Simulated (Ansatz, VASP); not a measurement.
# Cross-check of AlRh between VASP and Ansatz, part 2 of 2

Aim: how closely do two programs agree when they are given the same cell, functional and k mesh? The cell is taken from a series of runs on this material, whose earlier steps may have relaxed, scaled, displaced or heated it; both programs get it as it stands.

VASP 6.6.1 and Ansatz 0.2.0.

So far: Set-up; Ansatz: single point, LDA.

**3. VASP: single point, LDA**

Level of this step: LDA; plane waves and PAW (Rh_pv, Al) (VASP).

The same cell, functional (in two slightly different forms), mesh and smearing now go to VASP, with its own data sets.

Lines of VASP's logs that name or quote its potential files are left out, and so is its time.

The input, INCAR:

```
SYSTEM = AlRh
PREC = Accurate
ENCUT = 400
EDIFF = 1E-06
NELM = 120
ISMEAR = -1
SIGMA = 0.08
LREAL = .FALSE.
ALGO = Normal
GGA = PW92
NBANDS = 89
LASPH = .TRUE.
LORBIT = 11
LWAVE = .FALSE.
LCHARG = .FALSE.
ISIF = 2
GGA_COMPAT = .FALSE.
KPAR = 4
```

The input, POSCAR:

```
AlRh
1.0
   -3.9377997864      3.9377997864      3.9377997864
    3.9377997864     -3.9377997864      3.9377997864
    3.9377997864      3.9377997864     -3.9377997864
Rh Al
8 8
Direct
    0.9875171300      0.2317084864      0.7441913564
    0.0026160602      0.5052321205      0.5026160603
    0.2497603470      0.9995206939      0.7497603470
    0.2978184819      0.5085473079      0.2978184819
    0.7107288260      0.5085473079      0.7107288260
    0.5026160603      0.5052321205      0.0026160602
    0.7497603470      0.9995206939      0.2497603470
    0.7441913564      0.2317084864      0.9875171300
    0.9665359112      0.6824255643      0.2158896531
    0.0107704426      0.0439102704      0.0107704426
    0.2302026667      0.2666370456      0.5364343789
    0.4927921730      0.7620185109      0.7692263379
    0.2158896531      0.6824255643      0.9665359112
    0.5331398278      0.0439102704      0.5331398278
    0.5364343789      0.2666370456      0.2302026667
    0.7692263379      0.7620185109      0.4927921730
```

The input, KPOINTS:

```
Automatic mesh
0
Gamma
6 6 6
0 0 0
```

Potentials, in the order of the species: Rh_pv and Al (LDA family, release 64).

On the command line:

```console
mpirun -np 4 vasp_std
```

Numbers of over 12 decimals in the logs are rounded to 6 here.

What it wrote:

```text
[banner, memory and clock lines left out]
running    4 mpi-ranks, on    1 nodes
 distrk:  each k-point on    1 cores,    4 groups
 distr:  one band on    1 cores,    1 groups

 POSCAR found type information on POSCAR RhAl
 POSCAR found :  2 types and      16 ions
|                                                                             |
|               ----> ADVICE to this user running VASP <----                  |
|                                                                             |
|     You enforced a specific xc type in the INCAR file but a different       |
|     [... a line on the potential file left out ...]
|     I HOPE YOU KNOW WHAT YOU ARE DOING!                                     |
|                                                                             |

 LDA part: xc-table for (Slater(with rela. corr.)+PW92), standard interpolation
 POSCAR, INCAR and KPOINTS ok, starting setup
 FFT: planning ... GRIDC
 FFT: planning ... GRID_SOFT
 FFT: planning ... GRID
 WAVECAR not read
 entering main loop
       N       E                     dE             d eps       ncg     rms          rms(c)
DAV:   1     0.132789923108E+04    0.13279E+04   -0.71384E+04  9676   0.134E+03
DAV:   2    -0.484085227955E+02   -0.13763E+04   -0.13095E+04  8952   0.427E+02
DAV:   3    -0.115193167046E+03   -0.66785E+02   -0.63805E+02  9706   0.915E+01
DAV:   4    -0.116581885260E+03   -0.13887E+01   -0.13813E+01  9224   0.126E+01
DAV:   5    -0.116605772573E+03   -0.23887E-01   -0.23871E-01  9272   0.171E+00    0.236E+01
DAV:   6    -0.113946155359E+03    0.26596E+01   -0.22122E+01  8849   0.223E+01    0.881E+00
DAV:   7    -0.113006659649E+03    0.93950E+00   -0.68409E+00  8796   0.152E+01    0.719E+00
DAV:   8    -0.112716035155E+03    0.29062E+00   -0.19432E+00  9377   0.107E+01    0.457E+00
DAV:   9    -0.112487735354E+03    0.22830E+00   -0.55363E-01  9179   0.466E+00    0.123E+00
DAV:  10    -0.112487054214E+03    0.68114E-03   -0.85057E-02  9253   0.221E+00    0.806E-01
DAV:  11    -0.112477660272E+03    0.93939E-02   -0.24756E-02  9155   0.152E+00    0.272E-01
DAV:  12    -0.112477301249E+03    0.35902E-03   -0.55510E-03  8948   0.383E-01    0.128E-01
DAV:  13    -0.112477246825E+03    0.54424E-04   -0.48293E-04  9197   0.182E-01    0.923E-02
DAV:  14    -0.112477174830E+03    0.71995E-04   -0.19354E-04  9172   0.125E-01    0.433E-02
DAV:  15    -0.112477169414E+03    0.54166E-05   -0.50436E-05  8990   0.377E-02    0.127E-02
DAV:  16    -0.112477168832E+03    0.58152E-06   -0.42568E-06  7693   0.124E-02
   1 F= -.11247717E+03 E0= -.11239089E+03  d E =-.172565E+00
```

OUTCAR, selected parts (step 3):

```text
ion  position               nearest neighbor table
   1  0.988  0.232  0.744-  13 2.51  11 2.52  14 2.54  10 2.54  16 2.62   8 2.71   7 2.76   3 2.76
                             2 2.87   6 2.87   5 3.09   4 3.09
   2  0.003  0.505  0.503-  13 2.61   9 2.61  15 2.61  11 2.61  16 2.73  12 2.73   3 2.75   5 2.81
                             4 2.81   7 2.82   1 2.87   8 2.87
   3  0.250  1.000  0.750-  12 2.68  16 2.68  15 2.69  11 2.69   2 2.75   8 2.76   1 2.76  14 2.80
                            10 2.80   6 2.82  13 2.99   9 2.99
   4  0.298  0.509  0.298-  10 2.62  12 2.65  16 2.65  11 2.71  15 2.71   6 2.81   2 2.81   9 2.87
                            13 2.87  14 2.99   1 3.09   8 3.09   5 3.25
   5  0.711  0.509  0.711-  14 2.62  12 2.65  16 2.65  11 2.71  15 2.71   6 2.81   2 2.81   9 2.87
                            13 2.87  10 2.99   8 3.09   1 3.09   4 3.25
   6  0.503  0.505  0.003-   9 2.61  13 2.61  11 2.61  15 2.61  12 2.73  16 2.73   7 2.75   5 2.81
                             4 2.81   3 2.82   8 2.87   1 2.87
   7  0.750  1.000  0.250-  16 2.68  12 2.68  11 2.69  15 2.69   6 2.75   1 2.76   8 2.76  14 2.80
                            10 2.80   2 2.82   9 2.99  13 2.99
   8  0.744  0.232  0.988-   9 2.51  15 2.52  14 2.54  10 2.54  12 2.62   1 2.71   3 2.76   7 2.76
                             6 2.87   2 2.87   5 3.09   4 3.09
   9  0.967  0.682  0.216-   8 2.51   6 2.61   2 2.61  16 2.68  13 2.78   5 2.87   4 2.87   7 2.99
                             3 2.99  14 3.20  10 3.20  11 3.27
  10  0.011  0.044  0.011-   1 2.54   8 2.54   4 2.62   7 2.80   3 2.80  16 2.89  12 2.89  11 2.95
                            15 2.95   5 2.99  13 3.20   9 3.20
  11  0.230  0.267  0.536-   1 2.52   6 2.61   2 2.61   7 2.69   3 2.69   4 2.71   5 2.71  12 2.76
                            14 2.95  10 2.95   9 3.27
  12  0.493  0.762  0.769-   8 2.62   5 2.65   4 2.65  13 2.68   3 2.68   7 2.68   6 2.73   2 2.73
                            11 2.76  10 2.89  14 2.89  16 3.08
  13  0.216  0.682  0.967-   1 2.51   2 2.61   6 2.61  12 2.68   9 2.78   5 2.87   4 2.87   3 2.99
                             7 2.99  14 3.20  10 3.20  15 3.27
  14  0.533  0.044  0.533-   1 2.54   8 2.54   5 2.62   7 2.80   3 2.80  12 2.89  16 2.89  15 2.95
                            11 2.95   4 2.99   9 3.20  13 3.20
  15  0.536  0.267  0.230-   8 2.52   2 2.61   6 2.61   3 2.69   7 2.69   5 2.71   4 2.71  16 2.76
                            14 2.95  10 2.95  13 3.27
  16  0.769  0.762  0.493-   1 2.62   4 2.65   5 2.65   9 2.68   7 2.68   3 2.68   2 2.73   6 2.73
                            15 2.76  14 2.89  10 2.89  12 3.08

  LATTYP: Found a body centered cubic cell.
 ALAT       =     7.8755995728

 Subroutine GETGRP returns: Found  4 space group operations
 (whereof  2 operations were pure point group operations)

The static configuration has the point symmetry C_1h.
 The point group associated with its full space group is C_2v.

 Found     46 irreducible k-points:

   k-points           NKPTS =     46   k-points in BZ     NKDIM =     46   number of bands    NBANDS=     89

   dimension x,y,z NGX =    48 NGY =   48 NGZ =   48
   dimension x,y,z NGXF=    96 NGYF=   96 NGZF=   96

   ENCUT  =  400.0 eV  29.40 Ry    5.42 a.u.  11.12 11.12 11.12*2*pi/ulx,y,z

   NELECT =     144.0000    total number of electrons

 k-points in reciprocal lattice and weights: Automatic mesh
   0.00000000  0.00000000  0.00000000       0.005
   0.16666667  0.00000000  0.00000000       0.037
   0.00000000  0.16666667  0.00000000       0.009
   0.16666667  0.00000000 -0.16666667       0.009
   0.33333333  0.00000000  0.00000000       0.037
   0.00000000  0.33333333  0.00000000       0.009
   0.33333333  0.00000000 -0.33333333       0.009
   0.50000000  0.00000000  0.00000000       0.019
   0.00000000  0.50000000  0.00000000       0.005
[...]
0.33333333  0.50000000 -0.33333333       0.009
   0.50000000  0.50000000  0.50000000       0.005

 average (electrostatic) potential at core
       1 -73.1033       2 -72.9197       3 -73.1127       4 -73.1587       5 -73.1587
       6 -72.9197       7 -73.1127       8 -73.1033       9 -69.4722      10 -69.5285
      11 -69.2468      12 -69.2978      13 -69.4722      14 -69.5285      15 -69.2468
      16 -69.2978

 E-fermi :   8.9645

 k-point     1 :       0.0000    0.0000    0.0000
  band No.  band energies     occupation
    ...
     71       8.7463      1.87720
     72       8.8169      1.72681
     73       8.8284      1.69116
     74       8.9090      1.33332
     75       8.9795      0.90633
     76       9.3090      0.02661
     77       9.4546      0.00436
     78       9.5942      0.00076
     79       9.8852      0.00002
     80      10.5837      0.00000
    ...

 k-point     2 :       0.1667    0.0000    0.0000
  band No.  band energies     occupation
    ...
     69       8.4015      1.99824
     70       8.5143      1.99282
     71       8.5695      1.98575
     72       8.7503      1.87125
     73       9.0269      0.62811
     74       9.1311      0.22138
     75       9.2469      0.05692
     76       9.5661      0.00108
     77       9.6510      0.00037
     78       9.7196      0.00016
    ...

 k-point     3 :       0.0000    0.1667    0.0000
  band No.  band energies     occupation
    ...
     69       8.3296      1.99928
     70       8.4870      1.99490
     71       8.6517      1.96067
     72       8.8229      1.70861
     73       9.0240      0.64421
     74       9.0647      0.44439
     75       9.1314      0.22076
     76       9.3066      0.02738
     77       9.6069      0.00065
     78       9.9603      0.00001
    ...

  Total      -20.2414611    -34.6268325    -20.2414611      0.0000000      0.0000000     -1.9351391
  in kB     -132.7796611   -227.1446248   -132.7796611      0.0000000      0.0000000    -12.6940991
  external PRESSURE =    -164.2346490 kB  Pullay stress =       0.0000000 kB

  energy-cutoff  :      400.00
  volume of cell :      244.24
      direct lattice vectors                 reciprocal lattice vectors
    -3.937799786  3.937799786  3.937799786     0.000000000  0.126974460  0.126974460
     3.937799786 -3.937799786  3.937799786     0.126974460  0.000000000  0.126974460
     3.937799786  3.937799786 -3.937799786     0.126974460  0.126974460  0.000000000

 POSITION                                       TOTAL-FORCE (eV/Angst)
 -----------------------------------------------------------------------------------
     -0.04575      5.90670      1.87059         0.006447      0.000000     -0.016309
      3.95840      0.00000      0.02060        -0.017056     -0.000000     -0.017056
      5.90481      0.00000      1.96701         0.009064     -0.000000      0.009064
      2.00256      0.34294      2.00256         0.012628      0.014573      0.012628
      2.00256      3.59486      2.00256         0.012628     -0.014573      0.012628
      0.02060      0.00000      3.95840        -0.017056     -0.000000     -0.017056
      1.96701      0.00000      5.90481         0.009064     -0.000000      0.009064
      1.87059      5.90670     -0.04575        -0.016309      0.000000      0.006447
     -0.26864      1.96890      5.64315         0.021938      0.000000      0.021627
      0.17291     -0.08809      0.17291        -0.007776      0.015101     -0.007776
      2.25584      1.96890     -0.15592        -0.010633      0.000000     -0.021973
      4.08922      1.96890      1.91213         0.005947      0.000000     -0.000765
      5.64315      1.96890     -0.26864         0.021627      0.000000      0.021938
      0.17291      4.02589      0.17291        -0.007776     -0.015101     -0.007776
     -0.15592      1.96890      2.25584        -0.021973      0.000000     -0.010633
      1.91213      1.96890      4.08922        -0.000765      0.000000      0.005947
 -----------------------------------------------------------------------------------
    total drift:                               -0.000624      0.000001     -0.000624

  FREE ENERGIE OF THE ION-ELECTRON SYSTEM (eV)
  ---------------------------------------------------
  free  energy   TOTEN  =      -112.4771688322 eV

  energy  without entropy=     -112.3046037014  energy(sigma->0) =     -112.39088627

 total charge
# of ion       s       p       d       tot
------------------------------------------
    1        0.376   6.265   7.281  13.922
    2        0.366   6.251   7.269  13.886
    3        0.355   6.231   7.224  13.809
    4        0.334   6.219   7.243  13.796
    5        0.334   6.219   7.243  13.796
    6        0.366   6.251   7.269  13.886
    7        0.355   6.231   7.224  13.809
    8        0.376   6.265   7.281  13.922
    9        0.408   0.348   0.000   0.756
   10        0.413   0.343   0.000   0.756
   11        0.406   0.363   0.000   0.769
   12        0.398   0.377   0.000   0.774
   13        0.408   0.348   0.000   0.756
   14        0.413   0.343   0.000   0.756
   15        0.406   0.363   0.000   0.769
   16        0.398   0.377   0.000   0.774
--------------------------------------------------
tot          6.112  52.794  58.034 116.939

[... 3 further parts left out ...]
```

The run ends at a pressure of -16.42 GPa, with forces up to 0.031 eV/Å.

**4. Differences**

Known differences besides the potentials themselves: the data sets hold 160 valence electrons in Ansatz (on its default PAW (the set named soft_2) files) and 144 in VASP; the cutoff is 420 eV in Ansatz and 400 eV in VASP; VASP's log shows a relativistic correction to its local exchange, Ansatz's none. Total energies have different zeros and are not compared.

At this near-relaxed geometry the largest component of a force difference is 22 meV/Å.

**5. What came out**

* r.m.s. force difference (single point, LDA): 7.8 meV/Å

The r.m.s. force difference is 7.8 meV/Å (single point, LDA), within the 12 meV/Å picked in this series as the mark of a large difference. The data sets hold unlike numbers of valence electrons (160 in Ansatz and 144 in VASP), so part of the differences comes from the potentials. How closely two codes agree says nothing of how well the functional describes the real material.

[Lines on the potential files, build, host, timing and source positions are cut from VASP's logs without a mark.]

[Logs are printed without paths, hosts, clocks, repeated set-up lines and the standing remarks that a program may print on its own settings, such as how far it seeks lower states.]

[Hosts, paths, dates, database ids (printed as entryN), source tags and the programs' standing remarks are cut or masked in the printed files.]
